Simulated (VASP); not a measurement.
Consider the following.

```
CELL_PARAMETERS angstrom
      0.00000     1.78307     1.78307
      1.78307     0.00000     1.78307
      1.78307     1.78307     0.00000
ATOMIC_POSITIONS crystal
  B  0.00000 0.00000 0.00000
  N  0.25000 0.25000 0.25000
```

Method: PBE GGA, VASP's PBE PAW potentials (set 64) (plane waves; VASP). Run with PREC = Normal, 500 eV cut-off, 4×4×4 Γ-centred mesh, Gaussian smearing of 0.010 eV, potentials B_GW N_GW_new.

Give the stress tensor in GPa (positive for a compressed cell).

```
20.44   0.00   0.00
 0.00  20.44   0.00
 0.00   0.00  20.44
```
The pressure is its mean diagonal, 20.44 GPa.

The compound is BN in the zinc blende structure. This cell is one point of a volume scan, at 0.96 of the reference volume. The k-mesh is coarse (spacing up to 0.76 per Å, 2π included), so the numbers may not be converged in it.
